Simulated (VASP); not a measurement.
Computed with PW91 GGA, VASP's PBE PAW potentials (set 64) (plane waves; VASP).

VASP input:

### KPOINTS
```
Automatic mesh
0
gamma
 8 8 2
```

**INCAR**
```
LREAL = .False.   # projection in real space or not
LASPH = .True.
LWAVE = .False.
LMAXMIX = 4   # l cut-off of mixed one-centre charges
NSW = 30   # most ionic steps
SYSTEM = MoS2
EDIFFG = -0.01
NELM = 100   # most electronic steps
PREC = Accurate
ENCUT = 520   # plane-wave cut-off (eV)
GGA = 91
EDIFF = 1E-7   # SCF stop (eV)
SIGMA = 0.05
IBRION = 2
ALGO = Normal   # blocked Davidson
ISMEAR = 0
LCHARG = .False.
ISIF = 4
```

POSCAR:
```
MoS2
1.0
  1.6112850514  -2.7908272883   0.0000000000
  1.6112850514   2.7908272883   0.0000000000
  0.0000000000   0.0000000000  14.7349922035
Mo S
2 4
Cart
  1.6112850514   0.9302776233   3.6837480509
  1.6112850514  -0.9302776233  11.0512441526
  1.6112850514   0.9302776233  12.6289705417
  1.6112850514  -0.9302776233   5.2614744399
  1.6112850514  -0.9302776233   2.1060216618
  1.6112850514   0.9302776233   9.4735177636
```

POTCAR, in this order: Mo_sv S (PBE.64 set). Program: vasp_std.

Without a dispersion term in the relaxation, distances and binding between the weakly bound layers, chains or molecules are unreliable, and so is what depends on them.

Estimate the energy per atom (σ→0).

```
Property                        Value
---------------------  --------------
energy per atom (σ→0)  -7.285 eV/atom
```

**OSZICAR**
```
...
   7 F= -.43707580E+02 E0= -.43707580E+02  d E =0.541381E-04
       N       E                     dE             d eps       ncg     rms          rms(c)
DAV:   1    -0.437075955348E+02   -0.16004E-04   -0.22346E-03  1282   0.209E-01    0.467E-02
DAV:   2    -0.437076035430E+02   -0.80081E-05   -0.12555E-04  1516   0.487E-02    0.181E-02
DAV:   3    -0.437076029086E+02    0.63433E-06   -0.75784E-06  1555   0.155E-02    0.147E-02
DAV:   4    -0.437076027171E+02    0.19158E-06   -0.30046E-06  1556   0.909E-03    0.561E-03
DAV:   5    -0.437076027931E+02   -0.76051E-07   -0.77496E-07  1394   0.465E-03
   8 F= -.43707603E+02 E0= -.43707603E+02  d E =0.308832E-04
```

The compound is MoS2 in the 2H layered structure. This cell is one point of a volume scan, at 1.03 of the reference volume. Symmetry was kept, so distortions that lower it aren't found.
